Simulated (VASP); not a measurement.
Input:

```
Bi
1.0
    4.24914    -2.32050     0.00000
    4.24914     2.32050     0.00000
    2.98189     0.00000     3.81422
Bi
2
Direct
  0.23400   0.23400   0.23400
  0.76600   0.76600   0.76600
```

These are PBE GGA, VASP's PBE PAW potentials (set 64) (plane waves; VASP 6.6.1) values and carry that method's errors. Run with 400 eV cut-off, 7×7×7 Γ-centred mesh, first-order Methfessel-Paxton smearing of 0.10 eV, potentials Bi_d.

Energy and stress use the plane-wave basis of the starting cell.

The ions, cell shape and volume are relaxed. Which structure does the run end with?

```
Bi
1.0
    4.22051    -2.29641     0.00515
    4.22051     2.29641     0.00515
    2.96642     0.00000     3.77976
Bi
2
Direct
  0.23406   0.23406   0.23406
  0.76594   0.76594   0.76594
```
Space group R-3m (166), at a tolerance of 0.03 Å.

How do energy and volume change from the first to the last step?

The energy (σ→0) changes by -3.8 meV/atom and the volume by -2.7 %, in 10 ionic steps.

The compound is Bi in the a7 structure. This run relaxes it. Symmetry was kept, so distortions that lower it aren't found.
